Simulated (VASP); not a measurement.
# Calculated records

**A slab model of Pb(111), strained**

The cell holds 4 atoms: 4 Pb. Cell: a = 3.585 Å, b = 3.585 Å, c = 26.411 Å, α = 90.0°, β = 90.0°, γ = 120.0°. Vacuum lies along c.

```xyz
4
Lattice="3.5850 0.0000 0.0000 -1.7925 3.1047 0.0000 0.0000 0.0000 26.4109" Properties=species:S:1:pos:R:3
Pb    0.0000    0.0000    9.0245
Pb    1.7925    1.0349   11.7685
Pb    0.0000    2.0698   14.6424
Pb    0.0000    0.0000   17.3864
```

```
method                                           : PBE with D3(BJ); plane waves and PAW (Pb) (and 1 further level or step)
program                                          : VASP 6.6.1
settings of one run                              : PAW datasets (Pb), PAW release PBE 64, 12×12×1 k-mesh, ENCUT 300 eV, ISMEAR -1, SIGMA 0.1 eV
notes                                            : Values taken over the cell’s volume include its vacuum. Spin-orbit coupling is left out, which matters for the heavy elements here. The cell in the plane was kept as given and was not relaxed here.
work function of the slab                        : 3.88 eV
polarisability per area of the slab or monolayer : 0.946 Å
```

The work function is 3.88 eV at both faces. The atom that ends on top (Pb) moved inwards by 0.02 Å, counted from the mean of all atoms.

[Lines on the potential files, build, host, timing and source positions are cut from VASP's logs without a mark.]

[Logs are printed without paths, hosts, clocks, repeated set-up lines and the standing remarks that a program may print on its own settings, such as how far it seeks lower states.]

[Hosts, paths, dates, database ids (printed as entryN), source tags and the programs' standing remarks are cut or masked in the printed files.]

[In band tables of VASP the shares of atoms and orbitals are scaled to a sum of 1 inside the atoms' spheres.]

[Runs that stopped without an error message from VASP are left out.]
